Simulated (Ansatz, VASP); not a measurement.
## TaRu in two plane-wave programs

Aim: how closely do two programs agree when they are given the same cell, functional and k mesh? The cell is taken from a series of runs on this material, whose earlier steps may have relaxed, scaled, displaced or heated it; both programs get it as it stands.

Program: Ansatz 0.2.0. Level of theory: plane waves, with VASP 6.6.1 beside it; single point at PBEsol. Results are calculated unless marked as measured.

## Step 1: The structure

It takes space group Amm2 (No. 38, orthorhombic). Conventional cell: a = 3.020 Å, b = 6.137 Å, c = 13.378 Å, α = 90.00°, β = 90.00°, γ = 90.00°. Ta has 8 Ru at 2.61 to 2.79 Å nearest. Nearest to Ta lie 8 Ru at 2.71 to 2.81 Å and 3 Ta at 2.88 to 3.02 Å. Nearest to Ru lie 8 Ta at 2.61 to 2.81 Å. Ru has 8 Ta at 2.71 to 2.79 Å and 2 Ru at 3.02 Å nearest. Nearest to Ru lie 8 Ta at 2.76 Å and 4 Ru at 3.02 to 3.07 Å. Nearest to Ru lie 8 Ta at 2.63 to 2.77 Å and 4 Ru at 3.02 to 3.07 Å. Farther neighbours are not listed.

## Step 2: Ansatz: single point, PBEsol, pair 1

Ansatz runs on its PAW soft_1 files.

With cell and atoms fixed, the geometry can't cause a difference; cores, projectors, grids and the points listed under the comparison can.

input.yaml

```yaml
crystal:
  lattice:
    - [3.0682683753, -6.6891944529, 0.0]
    - [3.0682683753, 6.6891944529, 0.0]
    - [0.0, 0.0, 3.0202337854]
  atoms:
    - { symbol: Ta, position: [0.6218930793, 0.8723824146, 0.5] }
    - { symbol: Ta, position: [0.1276175854, 0.3781069207, 0.5] }
    - { symbol: Ta, position: [0.860009779, 0.6094596743, 0.5] }
    - { symbol: Ta, position: [0.3905403257, 0.139990221, 0.5] }
    - { symbol: Ru, position: [0.7660328703, 0.2339671297, 0.0] }
    - { symbol: Ru, position: [0.2411021111, 0.7588978889, 0.0] }
    - { symbol: Ru, position: [0.0032208601, -0.0032208601, 0.0] }
    - { symbol: Ru, position: [0.4895353618, 0.5104646382, 0.0] }
kpoints:
  mp_grid: { grid: [6, 6, 12] }
hamiltonian:
  xc: pbesol
  pseudopotentials: { kind: paw, azcp: { folder: soft_1 }, xc_functional: pbe }
scf:
  occupations: { method: methfessel_paxton, width: 0.2 }
output:
  forces: true
  stress: true
  eigenvalues: true
```

The run is started by

```sh
ansatz run input.yaml --threads 4 --pin off --max-ram 10240MiB --backend cpu --events-out ev --progress --plain --runs-dir out
```

Numbers of over 12 decimals in the logs are rounded to 6 here.

The log of the run:

```text
Engine: ansatz 0.2.0, x86_64-unknown-linux-gnu
Pseudopotentials: kind: paw
Pseudopotential: Ta, paw, valence charge 13, recommended cutoff 420 eV (normal), soft_1/Ta.paw.azcp
Pseudopotential: Ru, paw, valence charge 16, recommended cutoff 420 eV (normal), soft_1/Ru.paw.azcp
Functional definition: PBEsol
  exchange = pbesol_x
  correlation = pbesol_c
Crystal: 8 atoms, lattice volume = 123.976 Å³
Basis set: ecut = 420 eV, 2423 PW (Γ), exchange–correlation on 100×100×48 points (8 copies of the dense FFT grid, shifted against one another)
Bands: 70, of which v1, the nominal top of the filled ones, is band 58 counted from 1 (57 counted from 0)
Symmetry: 4 space group operations
Space group: Amm2 (ITA 38), of the structure as read, at distance tolerance 5.0e-5 Å
k-points: 91 of 432 (time reversal used)
Non-local potential: Ta, projectors of the file, l = 0: 3, l = 1: 2, l = 2: 2, l = 3: 1
Non-local potential: Ru, projectors of the file, l = 0: 3, l = 1: 2, l = 2: 2, l = 3: 1
PAW form: soft (Blöchl's): semilocal exchange-correlation on the pseudo side does not see the compensation charge
PAW frozen core: Ta, regenerated for the run's functional, and the local potential with it (the file was generated under x = pbe(κ = 0.804, μ = 0.219515), c = pbe(β = 0.066725))
PAW frozen core: Ru, regenerated for the run's functional, and the local potential with it (the file was generated under x = pbe(κ = 0.804, μ = 0.219515), c = pbe(β = 0.066725))
PAW one-centre angular grid: Ta, 590 points (default); XC on 64 Gauss nodes
PAW one-centre angular grid: Ru, 590 points (default); XC on 64 Gauss nodes
Initial density: superposition of atomic densities (chi_scale 0.1, normalization cell, long waves kept (reshape's long-wave potential 0.01 eV rms))
Initial wavefunctions: pseudopotential atomic-orbital guess
Functional: x = pbesol(κ = 0.804, μ = 0.123457), c = pbesol(β = 0.046)
SCF iter   1: F=—  HF=-62514.735417 eV  |F-HF|=—  |Δ(HF+E_count)|=         —  Δρ=2.45e-1  dr2=1.25e2  ethr=3.10e-3  ⟨swp⟩=4.6  Hψ=19538  notcnv=0
preconditioner: auto → Kerker (q_TF=auto, 2.698 Å⁻¹)  [metal: Δε(μ)=0.003 eV  Ē_g=5.031 eV  σ=0.200 eV  W_gap=0.01  n_scr=36 (ndim 8)  ℏωp=24.0 eV  f_vac=0.000  D(μ)=6.89/eV (n_scr^D=70)]
SCF iter   2: F=—  HF=-62501.079613 eV  |F-HF|=—  |Δ(HF+E_count)|=    1.37e1  S|Δr|=    0.00e0  Δρ=1.06e-1  dr2=2.35e1  ethr=3.10e-3  ⟨swp⟩=2.7  Hψ=14109  notcnv=0  defer=169
SCF iter   3: F=—  HF=-62498.259465 eV  |F-HF|=—  |Δ(HF+E_count)|=    2.82e0  S|Δr|=    0.00e0  Δρ=1.52e-2  dr2=1.80e-1  ethr=3.10e-3  ⟨swp⟩=2.9  Hψ=10431  notcnv=0  defer=176
SCF iter   4: F=—  HF=-62498.241172 eV  |F-HF|=—  |Δ(HF+E_count)|=   1.83e-2  S|Δr|=    0.00e0  Δρ=4.51e-3  dr2=4.02e-2  ethr=1.55e-4  ⟨swp⟩=2.2  Hψ=12131  notcnv=0  defer=147
SCF iter   5: F=—  HF=-62498.236909 eV  |F-HF|=—  |Δ(HF+E_count)|=   4.26e-3  S|Δr|=    0.00e0  Δρ=1.29e-3  dr2=3.53e-3  ethr=3.46e-5  ⟨swp⟩=1.5  Hψ=6315  notcnv=0  defer=147
SCF iter   6: F=—  HF=-62498.236493 eV  |F-HF|=—  |Δ(HF+E_count)|=   4.15e-4  S|Δr|=    0.00e0  Δρ=1.94e-4  dr2=1.16e-4  ethr=3.04e-6  ⟨swp⟩=2.0  Hψ=7328  notcnv=0  defer=147
SCF iter   7: F=—  HF=-62498.236474 eV  |F-HF|=—  |Δ(HF+E_count)|=   1.93e-5  S|Δr|=    0.00e0  Δρ=4.12e-5  dr2=5.54e-6  ethr=1.00e-7  ⟨swp⟩=2.0  Hψ=8447  notcnv=0  defer=147
SCF iter   8: F=—  HF=-62498.236467 eV  |F-HF|=—  |Δ(HF+E_count)|=   6.83e-6  S|Δr|=    0.00e0  Δρ=1.23e-5  dr2=4.80e-7  ethr=4.78e-9  ⟨swp⟩=2.0  Hψ=8616  notcnv=0  defer=147
SCF iter   9: F=-62498.236467 eV  HF=-62498.236467 eV  |F-HF|=2.45e-8  |Δ(HF+E_count)|=   5.10e-8  S|Δr|=    0.00e0  Δρ=3.07e-6  dr2=2.81e-8  ethr=8.62e-11  ⟨swp⟩=10.4  Hψ=23773  notcnv=0
SCF 1 converged in 9 iterations: F = -62498.236467 eV  dr2 = 2.81e-8
  greatest PAW one-centre occupation: 1.000 electrons in one spin orbital (limit 2), on the Ru atom at site 7 (counted from 0), in its partial waves of l = 0
SCF converged after 9 iterations
Stability not checked: this state was not tested for a lower state beside it, because cold or Methfessel-Paxton smearing, or corrected tetrahedra, fill the levels in a way that the test cannot read (fill_not_monotonic; see scf.lower_state_search)
Free energy (F): -62498.236467 eV
Harris-Foulkes:  -62498.236467 eV  (|F-HF|=2.45e-8)
Internal energy: -62498.249408 eV  (E = F + TS)
E sigma→0 (E₀):  -62498.239703 eV
Entropy (-TS):   0.012941 eV (1.618 meV/atom)
Fermi energy:    21.563945 eV
--- Per-component energies (eV) ---
  E_band       = -669.762864
  E_kinetic    = 3414.934908
  E_local      = -7669.731151  (includes V_loc(G=0)·N_el)
  E_nonlocal   = 1628.889753
  E_hartree    = 2660.698979
  E_xc         = -1953.569550
  E_vxc        = -1794.445014  (∫ρ·V_xc dr)
  E_paw        = -46488.007024  (= ΣΔE_a)
  E_vpaw       = -1570.818736  (= ΣTr[D̂ρ^β])
  E_aug_tail   = 0.002942  (compensation charges beyond the density's cutoff)
  E_ewald      = -14093.336304
  E_core_change = 1.868038  (= ΣΔE_core)
  E_smearing   = 0.012941  (= −TS)
  E_closure    = -0.000000  (closes the sum)
  Σ components = -62498.236467   (vs F -62498.236467, Δ=0.00e0)
--- Forces (eV/Å), atoms counted from 1 ---
  atom   1  Ta    -0.00246832    -0.04997255     0.00000000
  atom   2  Ta     0.00246832    -0.04997255     0.00000000
  atom   3  Ta    -0.06061359     0.04446479     0.00000000
  atom   4  Ta     0.06061359     0.04446479     0.00000000
  atom   5  Ru     0.00000000     0.26034921     0.00000000
  atom   6  Ru     0.00000000    -0.21925822     0.00000000
  atom   7  Ru     0.00000000    -0.02763507     0.00000000
  atom   8  Ru     0.00000000    -0.00244391     0.00000000
  max |Σ_I F_I| component: 3.52e-6 eV/Å
--- Stress (GPa, compression-positive) ---
        1.383329       0.000000       0.000000
        0.000000      -1.126085       0.000000
        0.000000       0.000000       0.668432
  P = ⅓ Tr σ = 0.3086 GPa (3.086 kbar)
--- Band table (eV; the first three rows and the last of 91) ---
  k-point 0: bands = [... 54 lower, 19.9110, 20.3793, 20.6519, 21.0559, 21.2995, 21.5024, 21.5679, 22.0479, ... 8 higher]
  k-point 1: bands = [... 54 lower, 20.1384, 20.1961, 20.2682, 21.0290, 21.4752, 21.6784, 21.6899, 21.8831, ... 8 higher]
  k-point 2: bands = [... 54 lower, 19.8162, 20.0198, 20.8510, 20.9767, 21.8097, 21.9835, 22.0116, 22.0450, ... 8 higher]
  k-point 90: bands = [... 54 lower, 20.7694, 21.3482, 21.4210, 21.5932, 21.6843, 21.9260, 22.1489, 22.7655, ... 8 higher]
```

The run ends at a pressure of 0.31 GPa, with forces up to 0.26 eV/Å.

## Step 3: VASP: single point, PBEsol, pair 1

The same cell, functional, mesh and smearing now go to VASP, with its own data sets.

Lines of VASP's logs that name or quote its potential files are left out, and so is its time.

INCAR

```
SYSTEM = TaRu
PREC = Accurate
ENCUT = 500
EDIFF = 1E-06
NELM = 120
ISMEAR = 1
SIGMA = 0.2
LREAL = .FALSE.
ALGO = Normal
GGA = PS
NBANDS = 62
LASPH = .TRUE.
LORBIT = 11
LWAVE = .FALSE.
LCHARG = .FALSE.
ISIF = 2
GGA_COMPAT = .FALSE.
KPAR = 2
```

POSCAR

```
TaRu
1.0
    3.0682683753     -6.6891944529      0.0000000000
    3.0682683753      6.6891944529      0.0000000000
    0.0000000000      0.0000000000      3.0202337854
Ta Ru
4 4
Direct
    0.6218930793      0.8723824146      0.5000000000
    0.1276175854      0.3781069207      0.5000000000
    0.8600097790      0.6094596743      0.5000000000
    0.3905403257      0.1399902210      0.5000000000
    0.7660328703      0.2339671297      0.0000000000
    0.2411021111      0.7588978889      0.0000000000
    0.0032208601      0.9967791399      0.0000000000
    0.4895353618      0.5104646382      0.0000000000
```

KPOINTS

```
Automatic mesh
0
Gamma
6 6 12
0 0 0
```

PAW data sets: Ta_pv and Ru_pv (PBE family, release 64).

The run is started by

```sh
mpirun -np 2 vasp_std
```

The log of the run:

```text
[banner, memory and clock lines left out]
running    2 mpi-ranks, on    1 nodes
 distrk:  each k-point on    1 cores,    2 groups
 distr:  one band on    1 cores,    1 groups

 POSCAR found type information on POSCAR TaRu
 POSCAR found :  2 types and       8 ions
|                                                                             |
|               ----> ADVICE to this user running VASP <----                  |
|                                                                             |
|     You enforced a specific xc type in the INCAR file but a different       |
|     [... a line on the potential file left out ...]
|     I HOPE YOU KNOW WHAT YOU ARE DOING!                                     |
|                                                                             |

 LDA part: xc-table for (Slater+PW92), standard interpolation
 POSCAR, INCAR and KPOINTS ok, starting setup
 FFT: planning ... GRIDC
 FFT: planning ... GRID_SOFT
 FFT: planning ... GRID
 WAVECAR not read
 entering main loop
       N       E                     dE             d eps       ncg     rms          rms(c)
DAV:   1     0.118488823996E+04    0.11849E+04   -0.55716E+04 11284   0.170E+03
DAV:   2    -0.398759467294E+02   -0.12248E+04   -0.11926E+04 11774   0.544E+02
DAV:   3    -0.966771193140E+02   -0.56801E+02   -0.54647E+02 13454   0.110E+02
DAV:   4    -0.983560516894E+02   -0.16789E+01   -0.16465E+01 13352   0.165E+01
DAV:   5    -0.984004471127E+02   -0.44395E-01   -0.44329E-01 14090   0.246E+00    0.393E+01
DAV:   6    -0.945454094571E+02    0.38550E+01   -0.10434E+01 12274   0.173E+01    0.160E+01
DAV:   7    -0.952706684300E+02   -0.72526E+00   -0.15070E+01 14192   0.188E+01    0.126E+01
DAV:   8    -0.933404595759E+02    0.19302E+01   -0.81609E+00 13546   0.126E+01    0.281E+00
DAV:   9    -0.932681190225E+02    0.72341E-01   -0.65493E-01 13250   0.403E+00    0.151E+00
DAV:  10    -0.932524315835E+02    0.15687E-01   -0.51599E-02 13894   0.121E+00    0.476E-01
DAV:  11    -0.932525625642E+02   -0.13098E-03   -0.16161E-02 14494   0.800E-01    0.315E-01
DAV:  12    -0.932514959354E+02    0.10666E-02   -0.63123E-03 14274   0.535E-01    0.118E-01
DAV:  13    -0.932514847796E+02    0.11156E-04   -0.89847E-04 15026   0.172E-01    0.759E-02
DAV:  14    -0.932514304086E+02    0.54371E-04   -0.26156E-04 14242   0.987E-02    0.253E-02
DAV:  15    -0.932514299388E+02    0.46978E-06   -0.20139E-05 14456   0.227E-02    0.901E-03
DAV:  16    -0.932514301438E+02   -0.20499E-06   -0.46776E-06 10578   0.143E-02
   1 F= -.93251430E+02 E0= -.93255730E+02  d E =0.128989E-01
```

OUTCAR, selected parts (step 3):

```text
ion  position               nearest neighbor table
   1  0.622  0.872  0.500-   5 2.61   5 2.61   8 2.63   8 2.63   7 2.76   7 2.76   6 2.79   6 2.79
                             2 3.03   2 3.10   4 3.34   3 3.35
   2  0.128  0.378  0.500-   5 2.61   5 2.61   8 2.63   8 2.63   7 2.76   7 2.76   6 2.79   6 2.79
                             1 3.03   1 3.10   3 3.34   4 3.35
   3  0.860  0.609  0.500-   6 2.71   6 2.71   7 2.76   7 2.76   8 2.77   8 2.77   5 2.81   5 2.81
                             4 2.88   4 3.26   2 3.34   1 3.35
   4  0.391  0.140  0.500-   6 2.71   6 2.71   7 2.76   7 2.76   8 2.77   8 2.77   5 2.81   5 2.81
                             3 2.88   3 3.26   1 3.34   2 3.35
   5  0.766  0.234  0.000-   1 2.61   2 2.61   1 2.61   2 2.61   3 2.81   4 2.81   3 2.81   4 2.81
                             6 3.09   6 3.09   7 3.17
   6  0.241  0.759  0.000-   3 2.71   4 2.71   3 2.71   4 2.71   1 2.79   2 2.79   1 2.79   2 2.79
                             5 3.09   5 3.09   7 3.18   8 3.32
   7  0.003  0.997  0.000-   3 2.76   4 2.76   3 2.76   4 2.76   1 2.76   2 2.76   1 2.76   2 2.76
                             8 3.07   8 3.07   5 3.17   6 3.18
   8  0.490  0.510  0.000-   1 2.63   2 2.63   1 2.63   2 2.63   3 2.77   4 2.77   3 2.77   4 2.77
                             7 3.07   7 3.07   6 3.32

  LATTYP: Found a base centered orthorhombic cell.
 ALAT       =     6.1365367506
 B/A-ratio  =     2.1801203919
 C/A-ratio  =     0.4921723617

 Subroutine GETGRP returns: Found  4 space group operations
 (whereof  4 operations were pure point group operations)

The static configuration has the point symmetry C_2v.

 Found     91 irreducible k-points:

   k-points           NKPTS =     91   k-points in BZ     NKDIM =     91   number of bands    NBANDS=     62

   dimension x,y,z NGX =    54 NGY =   54 NGZ =   24
   dimension x,y,z NGXF=   108 NGYF=  108 NGZF=   48

   ENCUT  =  500.0 eV  36.75 Ry    6.06 a.u.  13.42 13.42  5.51*2*pi/ulx,y,z

   NELECT =     100.0000    total number of electrons

 k-points in reciprocal lattice and weights: Automatic mesh
   0.00000000  0.00000000  0.00000000       0.002
   0.16666667  0.00000000  0.00000000       0.009
   0.33333333  0.00000000  0.00000000       0.009
   0.50000000 -0.00000000  0.00000000       0.005
   0.16666667  0.16666667  0.00000000       0.005
   0.33333333  0.16666667  0.00000000       0.009
   0.50000000  0.16666667  0.00000000       0.009
  -0.33333333  0.16666667  0.00000000       0.009
  -0.16666667  0.16666667  0.00000000       0.005
[...]
-0.33333333  0.33333333  0.50000000       0.005
   0.50000000  0.50000000  0.50000000       0.002

 average (electrostatic) potential at core
       1 -33.4805       2 -33.4805       3 -33.4096       4 -33.4096       5 -70.3868
       6 -70.4149       7 -70.4017       8 -70.3890

 E-fermi :   9.4170

 k-point     1 :       0.0000    0.0000    0.0000
  band No.  band energies     occupation
    ...
     49       8.5115      2.00000
     50       8.9105      2.00200
     51       9.1536      2.06861
     52       9.3564      1.48786
     53       9.4191      0.98222
     54       9.9021     -0.00321
     55      10.1131     -0.00001
     56      10.1659     -0.00000
     57      10.2984     -0.00000
     58      10.8629     -0.00000
    ...

 k-point     2 :       0.1667    0.0000    0.0000
  band No.  band energies     occupation
    ...
     48       8.1325      2.00000
     49       8.1503      2.00000
     50       8.7562      2.00003
     51       8.9775      2.00803
     52       9.3447      1.56955
     53       9.6142     -0.04728
     54       9.7931     -0.02307
     55      10.1092     -0.00001
     56      10.5690     -0.00000
     57      10.7966     -0.00000
    ...

 k-point     3 :       0.3333    0.0000    0.0000
  band No.  band energies     occupation
    ...
     48       7.8939      2.00000
     49       8.4690      2.00000
     50       8.7051      2.00001
     51       9.0475      2.02535
     52       9.2658      1.95588
     53       9.6924     -0.06516
     54       9.8651     -0.00682
     55      10.0234     -0.00016
     56      10.8075     -0.00000
     57      10.9424     -0.00000
    ...

  Total        1.2540200     -0.7040859      0.6781531      0.0000000      0.0000000      0.0000000
  in kB       16.2060553     -9.0991014      8.7639651      0.0000000      0.0000000      0.0000000
  external PRESSURE =       5.2903063 kB  Pullay stress =       0.0000000 kB

  energy-cutoff  :      500.00
  volume of cell :      123.98
      direct lattice vectors                 reciprocal lattice vectors
     3.068268375 -6.689194453  0.000000000     0.162958366 -0.074747416  0.000000000
     3.068268375  6.689194453  0.000000000     0.162958366  0.074747416  0.000000000
     0.000000000  0.000000000  3.020233785     0.000000000  0.000000000  0.331100197

 POSITION                                       TOTAL-FORCE (eV/Angst)
 -----------------------------------------------------------------------------------
      4.58484      1.67557      1.51012        -0.006520     -0.049271      0.000000
      1.55170      1.67557      1.51012         0.006520     -0.049271      0.000000
      4.50873     -1.67598      1.51012        -0.064756      0.044154      0.000000
      1.62781     -1.67598      1.51012         0.064756      0.044154      0.000000
      3.06827     -3.55909      0.00000        -0.000000      0.290382      0.000000
      3.06827      3.46364      0.00000        -0.000000     -0.219655      0.000000
      3.06827      6.64610      0.00000        -0.000000     -0.031779      0.000000
      3.06827      0.14000      0.00000        -0.000000     -0.028715      0.000000
 -----------------------------------------------------------------------------------
    total drift:                                0.000000      0.000409      0.000000

  FREE ENERGIE OF THE ION-ELECTRON SYSTEM (eV)
  ---------------------------------------------------
  free  energy   TOTEN  =       -93.2514301438 eV

  energy  without entropy=      -93.2643290347  energy(sigma->0) =      -93.25572977

 total charge
# of ion       s       p       d       tot
------------------------------------------
    1        0.396   6.239   2.295   8.930
    2        0.396   6.239   2.295   8.930
    3        0.376   6.208   2.266   8.851
    4        0.376   6.208   2.266   8.851
    5        0.418   6.302   6.115  12.835
    6        0.393   6.286   6.050  12.728
    7        0.385   6.283   6.038  12.706
    8        0.426   6.293   6.123  12.841
--------------------------------------------------
tot          3.166  50.056  33.448  86.670

[... 3 further parts left out ...]
```

The run ends at a pressure of 0.53 GPa, with forces up to 0.29 eV/Å.

## Step 4: Side by side

Known differences besides the potentials themselves: the data sets hold 116 valence electrons in Ansatz (on its PAW soft_1 files) and 100 in VASP; the cutoff is 420 eV in Ansatz and 500 eV in VASP; Ansatz makes its cores anew for this functional, VASP keeps those of its PBE data sets. Total energies have different zeros and are not compared.

Both answers:

| quantity | Ansatz | VASP | difference |
| --- | --- | --- | --- |
| pressure (GPa) | 0.31 | 0.53 | -0.22 |

Forces (eV/Å; atoms numbered as in POSCAR):

```csv
atom,"Ansatz x, y, z","VASP x, y, z"
Ta1,"-0.002, -0.050, 0.000","-0.007, -0.049, 0.000"
Ta2,"0.002, -0.050, 0.000","0.007, -0.049, 0.000"
Ta3,"-0.061, 0.044, 0.000","-0.065, 0.044, 0.000"
Ta4,"0.061, 0.044, 0.000","0.065, 0.044, 0.000"
Ru5,"0.000, 0.260, 0.000","0.000, 0.290, 0.000"
Ru6,"0.000, -0.219, 0.000","0.000, -0.220, 0.000"
Ru7,"0.000, -0.028, 0.000","0.000, -0.032, 0.000"
Ru8,"0.000, -0.002, 0.000","0.000, -0.029, 0.000"
```

The forces differ by 8.4 meV/Å r.m.s., which is 10.5 % of the r.m.s. force of 0.079 eV/Å (both taken over all components).

(Continued in part 2 of 2.)

[Lines on the potential files, build, host, timing and source positions are cut from VASP's logs without a mark.]

[Logs are printed without paths, hosts, clocks, repeated set-up lines and the standing remarks that a program may print on its own settings, such as how far it seeks lower states.]

[Hosts, paths, dates, database ids (printed as entryN), source tags and the programs' standing remarks are cut or masked in the printed files.]
